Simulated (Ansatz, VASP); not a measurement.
# Ti9Al44O84 (glassy 29TiO2-71Al2O3 (mol %)) in two plane-wave programs, part 2 of 2

Wanted: the spread between two codes on one cell, functional and k mesh. Of the first pair: The structure shown is the start of the Ansatz relaxation below; VASP solves that cell, so the two are compared at the walk's first step.

VASP 6.6.1 and Ansatz 0.2.0.

So far. Step 4 (Comparison): The forces differ by 40 meV/Å r.m.s., which is 3.9 % of the r.m.s. force of 1.034 eV/Å (both taken over all components).

## 5. Ansatz: relaxation, LDA

This run makes the geometry at which the two programs are then compared. The cell compared in this pair holds 1413.87 Å³, against 1454.66 Å³ for the pair before.

The structure compared here is the end of the Ansatz relaxation.

This is the run of step 2 again, met here at its other cell.

## 6. VASP: single point, LDA, relaxed cell, pair 2

The same cell, functional (in two slightly different forms) and mesh now go to VASP, with its own data sets.

Contents of INCAR:

```
SYSTEM = Ti9Al44O84
PREC = Accurate
ENCUT = 600
EDIFF = 1E-06
NELM = 120
ISMEAR = 0
SIGMA = 0.01
LREAL = Auto
ALGO = Normal
GGA = PW92
NBANDS = 467
LASPH = .TRUE.
LORBIT = 11
LWAVE = .FALSE.
LCHARG = .FALSE.
ISIF = 2
GGA_COMPAT = .FALSE.
EFERMI = MIDGAP
```

Contents of POSCAR:

```
Ti9Al44O84
1.0
   10.8305590000     -0.1388300000     -0.2099820000
   -0.1388300000     11.3008300000      0.0660150000
   -0.2099820000      0.0660150000     11.5580300000
Ti Al O
9 44 84
Direct
    0.1716500000      0.9396800000      0.4493900000
    0.7860800000      0.6625000000      0.0268300000
    0.3648400000      0.6423300000      0.2114500000
    0.2144000000      0.9641500000      0.0761500000
    0.1023100000      0.8806700000      0.8431300000
    0.9378200000      0.0535800000      0.6259600000
    0.5850900000      0.2869600000      0.8745400000
    0.8805000000      0.5977400000      0.3149200000
    0.0086000000      0.6278700000      0.8648300000
    0.5623300000      0.5527000000      0.4093500000
    0.3184000000      0.3283300000      0.4364400000
    0.7073400000      0.9460700000      0.0794800000
    0.4752600000      0.1013700000      0.5045000000
    0.2160200000      0.1350600000      0.6272000000
    0.9348200000      0.0373500000      0.0539200000
    0.0969800000      0.1175600000      0.2736900000
    0.3653800000      0.0273400000      0.8569800000
    0.6747500000      0.7475600000      0.3074500000
    0.1801700000      0.4701500000      0.0290700000
    0.9560900000      0.3243700000      0.2096600000
    0.7998700000      0.1626600000      0.3838300000
    0.5419500000      0.2943000000      0.3326300000
    0.8891400000      0.9171200000      0.2996000000
    0.1306100000      0.2371600000      0.0681800000
    0.3683000000      0.0938400000      0.2781800000
    0.7161300000      0.2616700000      0.1405500000
    0.3338700000      0.5687100000      0.5513300000
    0.4762900000      0.8641500000      0.1413100000
    0.0919700000      0.6958400000      0.1337600000
    0.5032800000      0.1072700000      0.0740300000
[... 101 atom lines left out ...]
    0.3206700000      0.5450600000      0.9108800000
    0.8124500000      0.1165200000      0.7187000000
    0.7803400000      0.0099200000      0.3578800000
    0.4122600000      0.2101300000      0.4011100000
    0.6150400000      0.8276600000      0.4255800000
    0.6040500000      0.2399700000      0.0207100000
```

Contents of KPOINTS:

```
Automatic mesh
0
Gamma
1 1 1
0 0 0
```

PAW data sets: Ti_sv, Al and O (LDA family, release 64).

The run is started by

```
$ export OMP_NUM_THREADS=4
$ mpirun -np 1 vasp_gam
```

Output:

```text
[banner, memory and clock lines left out]
running    1 mpi-ranks, on    1 nodes
[...]
Offloading initialized ...    1 GPUs detected
[...]
[... a notice as in an earlier step ...]

 LDA part: xc-table for (Slater(with rela. corr.)+PW92), standard interpolation
 POSCAR, INCAR and KPOINTS ok, starting setup
[...]
entering main loop
       N       E                     dE             d eps       ncg     rms          rms(c)
DAV:   1     0.974535114528E+04    0.97454E+04   -0.46120E+05   934   0.190E+03
DAV:   2     0.157017347611E+03   -0.95883E+04   -0.89637E+04  1054   0.490E+02
DAV:   3    -0.125108679989E+04   -0.14081E+04   -0.13808E+04  1049   0.195E+02
DAV:   4    -0.133933411669E+04   -0.88247E+02   -0.87842E+02  1292   0.503E+01
[...]
DAV:  19    -0.115012082198E+04    0.58773E-05   -0.19978E-05  1092   0.106E-02    0.936E-03
DAV:  20    -0.115012082012E+04    0.18639E-05   -0.60015E-06  1020   0.800E-03    0.606E-03
DAV:  21    -0.115012081967E+04    0.44436E-06   -0.28118E-06   700   0.462E-03
   1 F= -.11501208E+04 E0= -.11501208E+04  d E =0.000000E+00
```

From OUTCAR (step 6):

```text
  Total        4.2466370      4.5041321      3.6727910     -0.1059209     -0.1169096      0.0232171
  in kB        4.8122195      5.1040086      4.1619466     -0.1200279     -0.1324800      0.0263093
  external PRESSURE =       4.6927249 kB  Pullay stress =       0.0000000 kB

  FREE ENERGIE OF THE ION-ELECTRON SYSTEM (eV)
  ---------------------------------------------------
  free  energy   TOTEN  =     -1150.1208196732 eV

  energy  without entropy=    -1150.1208196732  energy(sigma->0) =    -1150.12081967

[... 1 part as in an earlier step ...]

[... 2 further parts left out ...]
[key lines of the parts left out:]
E-fermi :   5.5712
```

The run ends at a pressure of 0.47 GPa, with forces up to 0.23 eV/Å.

## 7. Comparison

What differs besides the data sets and the points named for the pairs above, as far as they apply: the cutoff is 420 eV in Ansatz and 600 eV in VASP (PREC = Accurate, projectors in real space). Total energies have different zeros and are not compared.

Both answers:

| quantity | Ansatz | VASP | difference |
| --- | --- | --- | --- |
| pressure (GPa) | 0.00 | 0.47 | -0.47 |
| gap on the k mesh (eV) | 2.827 | 2.791 | +0.036 |

Forces on 7 of the 137 atoms, those with the largest forces and the largest differences (eV/Å; atoms numbered as in POSCAR):

| atom | Ansatz x, y, z | VASP x, y, z |
| --- | --- | --- |
| Ti2 | 0.000, 0.002, 0.007 | 0.043, -0.191, -0.002 |
| Ti5 | 0.011, -0.005, -0.003 | 0.088, -0.145, 0.103 |
| Ti6 | 0.008, -0.010, 0.001 | 0.172, 0.144, 0.048 |
| Ti8 | -0.004, 0.001, -0.003 | -0.095, 0.191, 0.059 |
| O91 | -0.014, 0.008, 0.004 | -0.106, 0.144, -0.100 |
| O99 | 0.000, 0.002, -0.002 | -0.139, -0.144, -0.079 |
| O126 | -0.002, 0.004, 0.001 | -0.075, 0.216, -0.025 |

The forces differ by 39 meV/Å r.m.s., where the r.m.s. force is 0.003 eV/Å in Ansatz and 0.040 eV/Å in VASP: the atoms lie near their places of rest in Ansatz, so a percentage would say little (all taken over all components). A gap on the mesh is an upper bound, since the band edges may lie between its points.

## 8. What came out

```yaml
r_m_s_force_difference_single_point_lda_start_cell_pair_1: 3.9 % of the r.m.s. force
r_m_s_force_difference_single_point_lda_relaxed_cell_pair_2: 39 meV/Å
```

**Reading.** The r.m.s. force difference is 39 meV/Å (single point, LDA, relaxed cell, pair 2), beyond the 12 meV/Å picked in this series as the mark of a large difference. What causes the difference of the single point, LDA, start cell, pair 1 pair stays open here. What causes the difference of the single point, LDA, relaxed cell, pair 2 pair stays open here. How closely two codes agree says nothing of how well the functional describes the real material.

[Lines on the potential files, build, host, timing and source positions are cut from VASP's logs without a mark.]

[Logs are printed without paths, hosts, clocks, repeated set-up lines and the standing remarks that a program may print on its own settings, such as how far it seeks lower states.]

[Hosts, paths, dates, database ids (printed as entryN), source tags and the programs' standing remarks are cut or masked in the printed files.]
